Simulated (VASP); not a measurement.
Computed with LDA (Ceperley-Alder, Perdew-Zunger), VASP's LDA PAW potentials (set 64) (plane waves; VASP).

Input for VASP

POSCAR:
```
Re3B
1
    1.4450000000    -4.6565000000     0.0000000000
    1.4450000000     4.6565000000     0.0000000000
    0.0000000000     0.0000000000     7.2580000000
B Re
2 6
Direct
  0.2560000000   0.7440000000   0.2500000000
  0.7440000000   0.2560000000   0.7500000000
  0.5738000000   0.4262000000   0.2500000000
  0.4262000000   0.5738000000   0.7500000000
  0.8655000000   0.1345000000   0.0620000000
  0.1345000000   0.8655000000   0.5620000000
  0.1345000000   0.8655000000   0.9380000000
  0.8655000000   0.1345000000   0.4380000000
```

**INCAR**
```
# general
SYSTEM =Re3B
PREC   =Accurate
ENCUT  =400
LREAL  =.False.
LASPH  =.True.   # aspherical one-centre terms

# electronic loop
EDIFF  =1E-6   # SCF stop (eV)
NELM   =100   # most electronic steps
ALGO   =Normal   # blocked Davidson
LMAXMIX=6

# smearing
ISMEAR =-1
SIGMA  =0.1

# ions
ISIF   =2

# output
LWAVE  =.False.
LCHARG =.False.
```

### KPOINTS
```
K-points
0
G
 4 4 2
```

POTCAR, in this order: B Re (LDA.64 set). Program: vasp_std.

What VASP printed:

OSZICAR:
```
       N       E                     dE             d eps       ncg     rms          rms(c)
DAV:   1     0.436081085607E+03    0.43608E+03   -0.16427E+04  1057   0.143E+03
DAV:   2    -0.385387211969E+02   -0.47462E+03   -0.45274E+03  1213   0.102E+03
DAV:   3    -0.975666133766E+02   -0.59028E+02   -0.55625E+02  1336   0.289E+02
DAV:   4    -0.106062852140E+03   -0.84962E+01   -0.78834E+01  1488   0.925E+01
DAV:   5    -0.106969857091E+03   -0.90700E+00   -0.84867E+00  1472   0.207E+01    0.875E+01
DAV:   6    -0.100013479231E+03    0.69564E+01   -0.31253E+01  1512   0.454E+01    0.305E+01
DAV:   7    -0.993539109843E+02    0.65957E+00   -0.47037E+00  1480   0.218E+01    0.741E+00
DAV:   8    -0.992689802533E+02    0.84931E-01   -0.11041E+00  1568   0.131E+01    0.433E+00
DAV:   9    -0.992328398685E+02    0.36140E-01   -0.19318E-01  1520   0.457E+00    0.132E+00
DAV:  10    -0.992311709955E+02    0.16689E-02   -0.74130E-02  1568   0.194E+00    0.302E-01
DAV:  11    -0.992316238899E+02   -0.45289E-03   -0.18949E-02  1552   0.105E+00    0.349E-01
DAV:  12    -0.992323263658E+02   -0.70248E-03   -0.81039E-03  1416   0.292E-01    0.945E-02
DAV:  13    -0.992326575044E+02   -0.33114E-03   -0.35880E-03  1392   0.129E-01    0.304E-02
DAV:  14    -0.992328262314E+02   -0.16873E-03   -0.18121E-03  1488   0.779E-02    0.158E-02
DAV:  15    -0.992329196521E+02   -0.93421E-04   -0.93726E-04   984   0.353E-02    0.101E-02
DAV:  16    -0.992329712536E+02   -0.51602E-04   -0.51258E-04   784   0.201E-02    0.776E-03
DAV:  17    -0.992330008251E+02   -0.29572E-04   -0.29592E-04   776   0.211E-02    0.339E-03
DAV:  18    -0.992330190025E+02   -0.18177E-04   -0.18135E-04   712   0.144E-02    0.551E-03
DAV:  19    -0.992330302897E+02   -0.11287E-04   -0.11236E-04   664   0.152E-02    0.271E-03
DAV:  20    -0.992330374675E+02   -0.71778E-05   -0.71516E-05   664   0.966E-03    0.375E-03
DAV:  21    -0.992330420957E+02   -0.46282E-05   -0.46175E-05   640   0.101E-02    0.180E-03
DAV:  22    -0.992330451052E+02   -0.30095E-05   -0.30042E-05   640   0.760E-03    0.307E-03
DAV:  23    -0.992330470703E+02   -0.19651E-05   -0.19622E-05   616   0.738E-03    0.196E-03
DAV:  24    -0.992330483600E+02   -0.12897E-05   -0.12894E-05   616   0.556E-03    0.225E-03
DAV:  25    -0.992330492191E+02   -0.85913E-06   -0.85716E-06   616   0.552E-03
   1 F= -.99233049E+02 E0= -.99145346E+02  d E =-.175407E+00
```

**OUTCAR**
```
------------------------ aborting loop because EDIFF is reached ----------------------------------------
  FORCE on cell =-STRESS in cart. coord.  units (eV):
  Direction    XX          YY          ZZ          XY          YZ          ZX
  --------------------------------------------------------------------------------------
  Total       -1.9257690     -3.0406656     -2.3719552      0.0000000      0.0000000      0.0000000
  in kB      -31.5893255    -49.8775175    -38.9083360      0.0000000      0.0000000      0.0000000
  external PRESSURE =     -40.1250596 kB  Pullay stress =       0.0000000 kB
  volume of cell :       97.67
      direct lattice vectors                 reciprocal lattice vectors
     1.445000000 -4.656500000  0.000000000     0.346020761 -0.107376785  0.000000000
     1.445000000  4.656500000  0.000000000     0.346020761  0.107376785  0.000000000
     0.000000000  0.000000000  7.258000000     0.000000000  0.000000000  0.137779002
 POSITION                                       TOTAL-FORCE (eV/Angst)
 -----------------------------------------------------------------------------------
      1.44500      2.27237      1.81450         0.000000      0.326029      0.000000
      1.44500     -2.27237      5.44350         0.000000     -0.326029     -0.000000
      1.44500     -0.68730      1.81450         0.000000     -0.371069      0.000000
      1.44500      0.68730      5.44350         0.000000      0.371069      0.000000
      1.44500     -3.40390      0.45000         0.000000     -0.132025      0.112221
      1.44500      3.40390      4.07900         0.000000      0.132025      0.112221
      1.44500      3.40390      6.80800         0.000000      0.132025     -0.112221
      1.44500     -3.40390      3.17900         0.000000     -0.132025     -0.112221
 -----------------------------------------------------------------------------------
    total drift:                                0.000000      0.000000     -0.000000
  FREE ENERGIE OF THE ION-ELECTRON SYSTEM (eV)
  ---------------------------------------------------
  free  energy   TOTEN  =       -99.2330492191 eV

  energy  without entropy=      -99.0576420580  energy(sigma->0) =      -99.14534564
```
(Selected blocks of OUTCAR.)

At this cut-off the stress carries a Pulay error, which pulls relaxed volumes low.

The structure comes from a measured Re3B entry of the Crystallography Open Database, whose conditions weren't checked. The cell was not relaxed at this level. The k-mesh is coarse (spacing up to 0.57 per Å, 2π included), so the numbers may not be converged in it. The run is one of a series of settings (KPOINTS 4×4×2 Γ-centred mesh against the base run), some of them coarse on purpose.
